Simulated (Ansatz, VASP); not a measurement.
## Two plane-wave programs on GaGe

Contents of INCAR:

```
SYSTEM = GaGe
ALGO = Fast
EDIFF = 1E-6
ENCUT = 520
GGA = PS
ISIF = 2
ISMEAR = 0
LASPH = .True.
LCHARG = .False.
LREAL = .False.
LWAVE = .False.
NBANDS = 20
NELM = 100
PREC = Accurate
SIGMA = 0.15
```

KPOINTS

```
k-points
0
Gamma
  14 14 14
  0 0 0
```

File POSCAR:

```
GaGe
1.0
    0.0000000000      3.0427362000      2.7529518000
    3.0427362000      0.0000000000      2.7529518000
    3.0427362000      3.0427362000      0.0000000000
Ga Ge
1 1
Direct
    0.7500000000      0.7500000000      0.7500000000
    0.0000000000      0.0000000000      0.0000000000
```

Input for Ansatz:

```yaml
crystal:
  lattice:
    - [0.0, 3.0427362, 2.7529518]
    - [3.0427362, 0.0, 2.7529518]
    - [3.0427362, 3.0427362, 0.0]
  atoms:
    - { symbol: Ga, position: [0.75, 0.75, 0.75] }
    - { symbol: Ge, position: [0.0, 0.0, 0.0] }
basis:
  ecutwfc: 420
kpoints:
  mp_grid: { grid: [14, 14, 14] }
hamiltonian:
  xc: pbesol
scf:
  occupations: { method: gaussian, width: 0.15 }
output:
  forces: true
  stress: true
  eigenvalues: true
```

Change from the starting cell: strain +0.050 along x and y, -0.050 along z, atoms carried along.

Alike in both runs: task single point; functional PBEsol; k mesh 14 × 14 × 14; occupations gaussian, width 0.15 eV; no spin polarisation.

|  | VASP | Ansatz |
| --- | --- | --- |
| version | VASP 6.6.1 | Ansatz 0.2.0 |
| potentials or method | VASP PAW PBE potentials, release 64 (Ga_d, Ge_d) | scalar-relativistic, plane waves, PAW |
| plane-wave cutoff (eV) | 520 | 420 |
| valence electrons in the cell | 27 | 27 |

Ansatz gave:

* gap on the k mesh at the Fermi level (eV): none
* pressure (GPa): -4.5
* largest component of the traceless stress (GPa): 0.60

Q: Estimate VASP's values.

A: gap on the k mesh at the Fermi level (eV): none; pressure (GPa): -4.6; largest component of the traceless stress (GPa): 0.61.

A gap of «none» marks a metal or a gap that the smearing closes.

Caveats: the PAW data sets were made with another functional, which shifts forces and pressure a little (VASP).
